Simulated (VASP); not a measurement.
```
CELL_PARAMETERS angstrom
      0.00000     2.76263     2.76263
      2.76263     0.00000     2.76263
      2.76263     2.76263     0.00000
ATOMIC_POSITIONS crystal
  Ca 0.00000 0.00000 0.00000
```

Level of theory: PBE GGA, VASP's PBE PAW potentials (set 64) (plane waves; VASP 6.6.1). Numerical set-up: 500 eV cut-off, 11×11×11 Γ-centred mesh, first-order Methfessel-Paxton smearing of 0.10 eV, potentials Ca_sv.

Energy and stress use the plane-wave basis of the starting cell.

Q: The ions, cell shape and volume at an external pressure of 5.0 GPa are relaxed. What does this cell relax into?

A: 
```
CELL_PARAMETERS angstrom
      0.00000     2.57631     2.57631
      2.57631     0.00000     2.57631
      2.57631     2.57631     0.00000
ATOMIC_POSITIONS crystal
  Ca 0.00000 0.00000 0.00000
```
Space group Fm-3m (225), at a tolerance of 0.03 Å.

Q: How do energy and volume change from the first to the last step?

A: The energy (σ→0) changes by +108.8 meV/atom and the volume by -18.9 %, in 3 ionic steps.

The compound is Ca in the fcc structure. This run relaxes it under an external pressure of 5 GPa. Symmetry was kept, so distortions that lower it aren't found.
